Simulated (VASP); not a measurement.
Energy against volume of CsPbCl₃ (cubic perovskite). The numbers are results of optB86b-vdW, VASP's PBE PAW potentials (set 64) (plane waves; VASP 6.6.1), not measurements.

```json
[
 {"V (Å³/atom)": "33.702", "E (eV/atom)": "-1.31904"},
 {"V (Å³/atom)": "34.777", "E (eV/atom)": "-1.32902"},
 {"V (Å³/atom)": "35.853", "E (eV/atom)": "-1.33272"},
 {"V (Å³/atom)": "36.929", "E (eV/atom)": "-1.33116"},
 {"V (Å³/atom)": "38.004", "E (eV/atom)": "-1.32516"}
]
```

Fit a third-order Birch-Murnaghan equation of state.

```
Property                                          Value
---------------------------------------  --------------
volume per atom                          36.04 Å^3/atom
bulk modulus                                   254 kbar
pressure derivative of the bulk modulus            4.84
lattice constant a                              5.649 Å
```

The compound is CsPbCl3 in the cubic perovskite structure, the ideal cubic form; the compound distorts at low or room temperature. It was relaxed first.
